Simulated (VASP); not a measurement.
Input:

```
CELL_PARAMETERS angstrom
      4.05960     0.00000     0.00000
      0.00000     4.05960     0.00000
      0.00000     0.00000     5.12040
ATOMIC_POSITIONS crystal
  Pb 0.50000 0.00000 0.76500
  Pb 0.00000 0.50000 0.23500
  O  0.50000 0.50000 0.00000
  O  0.00000 0.00000 0.00000
```

Level of theory: PBE GGA, VASP's PBE PAW potentials (set 64) (plane waves; VASP 6.6.1). Run with 500 eV cut-off, 5×5×4 Γ-centred mesh, Gaussian smearing of 0.050 eV, potentials Pb_d O.

Problem. Give the force on each atom (eV/Å).

Solution. 
```tsv
atom	Fx	Fy	Fz
Pb1	0.000	0.000	0.299
Pb2	0.000	0.000	-0.299
O3	0.000	0.000	0.000
O4	0.000	0.000	0.000
```

Problem. Give the stress tensor in GPa (positive for a compressed cell).

Solution. 
```
-0.19   0.00   0.00
 0.00  -0.19   0.00
 0.00   0.00  -0.22
```
The pressure is its mean diagonal, -0.20 GPa.

The compound is PbO in the litharge structure. The cell was not relaxed at this level. The run is one of a series of settings (ENCUT = 500 against the base run), some of them coarse on purpose.
